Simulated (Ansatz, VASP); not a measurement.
## Ga (alpha-Ga (Cmce)): VASP beside Ansatz

Wanted: the spread between two codes on one cell, functional and k mesh. The cell is taken from a series of runs on this material, whose earlier steps may have relaxed, scaled, displaced or heated it; both programs get it as it stands.

Main program and level: Ansatz 0.2.0; plane waves, with VASP 6.6.1 beside it; single point at HSE06.

## Step 1: Set-up

Symmetry: Cmce, No. 64, orthorhombic system. Conventional cell: a = 4.476 Å, b = 7.596 Å, c = 4.486 Å, α = 90.00°, β = 90.00°, γ = 90.00°. Nearest to Ga lie 7 Ga at 2.48 to 2.76 Å.

Coordinates:

```cif
data_structure
_symmetry_space_group_name_H-M 'Cmce'
_symmetry_Int_Tables_number 64
_cell_length_a 4.4758
_cell_length_b 7.5963
_cell_length_c 4.4857
_cell_angle_alpha 90.000
_cell_angle_beta 90.000
_cell_angle_gamma 90.000
_cell_volume 152.51
loop_
_atom_site_label
_atom_site_type_symbol
_atom_site_symmetry_multiplicity
_atom_site_Wyckoff_symbol
_atom_site_fract_x
_atom_site_fract_y
_atom_site_fract_z
_atom_site_occupancy
Ga1 Ga 8 f 0.50000 0.65602 0.08240 1
```

## Step 2: VASP: single point, HSE06

A single point gives forces, pressure and levels at one fixed geometry, so differences don't come from the geometry; what else differs is listed under the comparison.

Lines of VASP's logs that name or quote its potential files are left out, and so is its time.

The run reads the wave functions of an earlier VASP run, which isn't shown here.

File INCAR:

```
SYSTEM = Ga
PREC = Accurate
ENCUT = 400
EDIFF = 1E-06
NELM = 100
ISMEAR = -1
SIGMA = 0.05
LREAL = .FALSE.
ALGO = Normal
LHFCALC = .TRUE.
AEXX = 0.25
GGA = PE
HFSCREEN = 0.208
LASPH = .TRUE.
NBANDS = 32
PRECFOCK = Fast
LORBIT = 11
LWAVE = .FALSE.
LCHARG = .FALSE.
KPAR = 16
ISIF = 2
```

File POSCAR:

```
Ga
1.0
    2.2378895020     -3.7981619759      0.0000000000
    2.2378895020      3.7981619759      0.0000000000
    0.0000000000      0.0000000000      4.4857385565
Ga
4
Direct
    0.8439836506      0.1560163494      0.0823980745
    0.6560163494      0.3439836506      0.5823980745
    0.1560163494      0.8439836506      0.9176019255
    0.3439836506      0.6560163494      0.4176019255
```

File KPOINTS:

```
Automatic mesh
0
Gamma
6 6 5
0 0 0
```

PAW data sets: Ga_d (PBE family, release 64).

Started as:

```console
> mpirun -np 16 vasp_std
```

Numbers of over 12 decimals in the logs are rounded to 6 here.

The log of the run:

```text
[banner, memory and clock lines left out]
running   16 mpi-ranks, on    1 nodes
 distrk:  each k-point on    1 cores,   16 groups
 distr:  one band on    1 cores,    1 groups

 POSCAR found type information on POSCAR Ga
 POSCAR found :  1 types and       4 ions
|                                                                             |
|           W    W    AA    RRRRR   N    N  II  N    N   GGGG   !!!           |
|           W    W   A  A   R    R  NN   N  II  NN   N  G    G  !!!           |
|           W    W  A    A  R    R  N N  N  II  N N  N  G       !!!           |
|           W WW W  AAAAAA  RRRRR   N  N N  II  N  N N  G  GGG   !            |
|           WW  WW  A    A  R   R   N   NN  II  N   NN  G    G                |
|           W    W  A    A  R    R  N    N  II  N    N   GGGG   !!!           |
|                                                                             |
|     For optimal performance we recommend to set                             |
|       NCORE = 2 up to number-of-cores-per-socket                            |
|     NCORE specifies how many cores store one orbital (NPAR=cpu/NCORE).      |
|     This setting can greatly improve the performance of VASP for DFT.       |
|     The default, NCORE=1 might be grossly inefficient on modern             |
|     multi-core architectures or massively parallel machines. Do your        |
|     Unfortunately you need to use the default for GW and RPA                |
|     calculations (for HF NCORE is supported but not extensively tested      |
|     yet).                                                                   |
|                                                                             |

 LDA part: xc-table for (Slater+PW92), standard interpolation
 found WAVECAR, reading the header
 POSCAR, INCAR and KPOINTS ok, starting setup
 FFT: planning ... GRIDC
 FFT: planning ... GRID_SOFT
 FFT: planning ... GRID
 reading WAVECAR
 the WAVECAR file was read successfully
 initial charge from wavefunction
 entering main loop
       N       E                     dE             d eps       ncg     rms          rms(c)
DAV:   1    -0.133404251958E+02   -0.13340E+02   -0.18999E+00  3192   0.194E+01    0.995E-01
DAV:   2    -0.133118267140E+02    0.28598E-01   -0.24765E-01  3136   0.529E+00    0.448E-01
DAV:   3    -0.133091471824E+02    0.26795E-02   -0.40290E-02  3432   0.207E+00    0.217E-01
DAV:   4    -0.133091278445E+02    0.19338E-04   -0.26877E-03  3048   0.531E-01    0.122E-01
DAV:   5    -0.133090115307E+02    0.11631E-03   -0.20368E-04  3568   0.113E-01    0.737E-02
DAV:   6    -0.133089569215E+02    0.54609E-04   -0.26312E-05  3064   0.303E-02    0.442E-02
DAV:   7    -0.133089346677E+02    0.22254E-04   -0.67790E-06  2344   0.150E-02    0.266E-02
DAV:   8    -0.133089253470E+02    0.93207E-05   -0.24523E-06  2312   0.102E-02    0.161E-02
DAV:   9    -0.133089213627E+02    0.39842E-05   -0.87119E-07  1816   0.693E-03    0.973E-03
DAV:  10    -0.133089195972E+02    0.17655E-05   -0.47182E-07  1560   0.562E-03    0.585E-03
DAV:  11    -0.133089187970E+02    0.80024E-06   -0.22657E-07  1568   0.393E-03
   1 F= -.13308919E+02 E0= -.13305279E+02  d E =-.727976E-02
```

Parts of OUTCAR (step 2):

```text
ion  position               nearest neighbor table
   1  0.844  0.156  0.082-   3 2.48   2 2.66   2 2.66   4 2.70   4 2.70   3 2.76   3 2.76
   2  0.656  0.344  0.582-   4 2.48   1 2.66   1 2.66   3 2.70   3 2.70   4 2.76   4 2.76
   3  0.156  0.844  0.918-   1 2.48   4 2.66   4 2.66   2 2.70   2 2.70   1 2.76   1 2.76
   4  0.344  0.656  0.418-   2 2.48   3 2.66   3 2.66   1 2.70   1 2.70   2 2.76   2 2.76

  LATTYP: Found a base centered orthorhombic cell.
 ALAT       =     4.4757790040
 B/A-ratio  =     1.6972071108
 C/A-ratio  =     1.0022252110

 Subroutine GETGRP returns: Found  8 space group operations
 (whereof  4 operations were pure point group operations)

The static configuration has the point symmetry C_2h.
 The point group associated with its full space group is D_2h.

 Found     39 irreducible k-points:

   k-points           NKPTS =     39   k-points in BZ     NKDIM =    180   number of bands    NBANDS=     32

   dimension x,y,z NGX =    30 NGY =   30 NGZ =   30
   dimension x,y,z NGXF=    60 NGYF=   60 NGZF=   60

   ENCUT  =  400.0 eV  29.40 Ry    5.42 a.u.   7.19  7.19  7.32*2*pi/ulx,y,z

   NELECT =      52.0000    total number of electrons

 k-points in reciprocal lattice and weights: Automatic mesh
   0.00000000  0.00000000  0.00000000       0.006
   0.16666667 -0.00000000  0.00000000       0.022
   0.33333333  0.00000000  0.00000000       0.022
   0.50000000  0.00000000  0.00000000       0.011
   0.16666667  0.16666667  0.00000000       0.011
   0.33333333  0.16666667  0.00000000       0.022
   0.50000000  0.16666667  0.00000000       0.022
  -0.33333333  0.16666667  0.00000000       0.022
  -0.16666667  0.16666667  0.00000000       0.011
[...]
-0.33333333  0.33333333  0.40000000       0.022
   0.50000000  0.50000000  0.40000000       0.011

  exchange ACFDT corr.  =         0.00000000  see jH, gK, PRB 81, 115126

 average (electrostatic) potential at core
       1 -58.1770       2 -58.1770       3 -58.1770       4 -58.1770

 E-fermi :   5.1388

 k-point     1 :       0.0000    0.0000    0.0000
  band No.  band energies     occupation
    ...
     22       0.5089      2.00000
     23       0.9732      2.00000
     24       3.1325      2.00000
     25       3.5403      2.00000
     26       4.1857      2.00000
     27       6.1611      0.00000
     28       6.4740      0.00000
     29       6.4932      0.00000
     30      11.1282      0.00000
     31      11.2760      0.00000
    ...

 k-point     2 :       0.1667   -0.0000    0.0000
  band No.  band energies     occupation
    ...
     22       0.0293      2.00000
     23       1.0214      2.00000
     24       1.1682      2.00000
     25       3.5298      2.00000
     26       4.4208      2.00000
     27       6.2235      0.00000
     28       7.6798      0.00000
     29       8.9080      0.00000
     30       9.3918      0.00000
     31       9.8702      0.00000
    ...

 k-point     3 :       0.3333    0.0000    0.0000
  band No.  band energies     occupation
    ...
     22      -2.4696      2.00000
     23       1.1672      2.00000
     24       1.4443      2.00000
     25       3.1574      2.00000
     26       3.6251      2.00000
     27       7.1551      0.00000
     28       7.2903      0.00000
     29       8.8184      0.00000
     30       9.7034      0.00000
     31      10.9270      0.00000
    ...

  Total        0.5239794      0.5647548      1.0338308      0.0000000      0.0000000      0.0000000
  in kB       11.0090209     11.8657299     21.7212073      0.0000000      0.0000000      0.0000000
  external PRESSURE =      14.8653194 kB  Pullay stress =       0.0000000 kB

  energy-cutoff  :      400.00
  volume of cell :       76.26
      direct lattice vectors                 reciprocal lattice vectors
     2.237889502 -3.798161976  0.000000000     0.223424794 -0.131642622  0.000000000
     2.237889502  3.798161976  0.000000000     0.223424794  0.131642622  0.000000000
     0.000000000  0.000000000  4.485738557     0.000000000  0.000000000  0.222928730

 POSITION                                       TOTAL-FORCE (eV/Angst)
 -----------------------------------------------------------------------------------
      2.23789     -2.61301      0.36962         0.000000     -0.103357     -0.029302
      2.23789     -1.18515      2.61249         0.000000      0.103357     -0.029302
      2.23789      2.61301      4.11612         0.000000      0.103357      0.029302
      2.23789      1.18515      1.87325         0.000000     -0.103357      0.029302
 -----------------------------------------------------------------------------------
    total drift:                               -0.000000      0.000001      0.000000

  FREE ENERGIE OF THE ION-ELECTRON SYSTEM (eV)
  ---------------------------------------------------
  free  energy   TOTEN  =       -13.3089187970 eV

  energy  without entropy=      -13.3016390385  energy(sigma->0) =      -13.30527892

 total charge
# of ion       s       p       d       tot
------------------------------------------
    1        0.918   0.748   9.971  11.636
    2        0.918   0.748   9.971  11.636
    3        0.918   0.748   9.971  11.636
    4        0.918   0.748   9.971  11.636
--------------------------------------------------
tot          3.671   2.990  39.884  46.545

[... 3 further parts left out ...]
```

The run ends at a pressure of 1.49 GPa, with forces up to 0.11 eV/Å.

(Part 1 of 2 ends here.)

[Lines on the potential files, build, host, timing and source positions are cut from VASP's logs without a mark.]

[Logs are printed without paths, hosts, clocks, repeated set-up lines and the standing remarks that a program may print on its own settings, such as how far it seeks lower states.]

[Hosts, paths, dates, database ids (printed as entryN), source tags and the programs' standing remarks are cut or masked in the printed files.]
